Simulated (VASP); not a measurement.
Input of a VASP 6.6.1 run:

File POSCAR:

```
Si
1.0
    0.0000000000      2.7227277389      2.7227277389
    2.7227277389      0.0000000000      2.7227277389
    2.7227277389      2.7227277389      0.0000000000
Si
2
Direct
    0.5000000000      0.5000000000      0.5000000000
    0.7500000000      0.7500000000      0.7500000000
```

INCAR.step1

```
  PREC = Accurate
  ENCUT = 520
  EDIFF = 1E-5
  ISMEAR = -1
  SIGMA = 0.1
  LREAL = F
  LASPH = T
  NELM = 100
  ALGO = Normal
  ISIF = 2
  LWAVE = T
  LCHARG = F
  NBANDS = 11
  GGA = PE
```

INCAR.step2

```
  PREC = Accurate
  ENCUT = 520
  EDIFF = 1E-6
  ISMEAR = -1
  SIGMA = 0.1
  LREAL = F
  LASPH = T
  NELM = 100
  ALGO = Normal
  ISIF = 2
  LWAVE = F
  LCHARG = F
  METAGGA = R2SCAN
  LHFCALC = T
  AEXX = 0.25
  LMIXTAU = T
  PRECFOCK = Normal
  HFRCUT = -1
  NBANDS = 11
  ISTART = 1
```

File KPOINTS:

```
Automatic mesh
0
Gamma
  5 5 5
```

Potentials or basis: VASP PAW PBE potentials, release 64 (Si).

Launch:

```console
$ cat potpaw_PBE.64/Si/POTCAR > POTCAR
$ cp INCAR.step1 INCAR
$ mpirun -np 1 vasp_std > vasp.out
$ cp INCAR.step2 INCAR
$ mpirun -np 1 vasp_std > vasp.out
```

Task: What does it give for the pressure?

Result: -1.4 GPa.

Task: Estimate the band gap on the k mesh.

Result: 1.94 eV, indirect (least direct gap 4.08 eV).

Caveat: the PAW data sets were made with another functional, which shifts forces and pressure a little; an odd mesh through Γ misses points on the zone boundary, where band edges often lie.
